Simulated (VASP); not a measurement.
Data:

```yaml
crystal:
  lattice:
    - [0.00000, 2.83110, 2.84214]
    - [2.94064, 0.00000, 2.84214]
    - [2.94064, 2.83110, 0.00000]
  atoms:
    - { symbol: Li, position: [0.25000, 0.25000, 0.25000] }
    - { symbol: Li, position: [0.75000, 0.75000, 0.75000] }
    - { symbol: S, position: [0.99299, 0.00701, 0.00701] }
```

All values below come from PBE GGA with spin-orbit coupling, VASP's PBE PAW potentials (set 64) (plane waves; VASP). Settings: 520 eV cut-off, 6×6×6 Γ-centred mesh, Gaussian smearing of 0.050 eV, potentials Li_sv S.

Task: Which forces act on the atoms, in eV/Å?

Result: 
```csv
atom,Fx,Fy,Fz
Li1,0.070,0.000,0.000
Li2,0.070,0.000,0.000
S3,-0.141,0.000,0.000
```

Task: Give the stress tensor in GPa (positive for a compressed cell).

Result: 
```
-2.40   0.00   0.00
 0.00   0.11   0.00
 0.00   0.00  -0.13
```
The pressure is its mean diagonal, -0.81 GPa.

The compound is Li2S in the antifluorite structure. The cell was not relaxed at this level, atoms are displaced from their ideal sites. The run is one of a series of settings (GGA_COMPAT = .FALSE., LSORBIT = .TRUE., MAGMOM = 0 0 0 0 0 0 0 0 0, program vasp_ncl against the base run), some of them coarse on purpose.
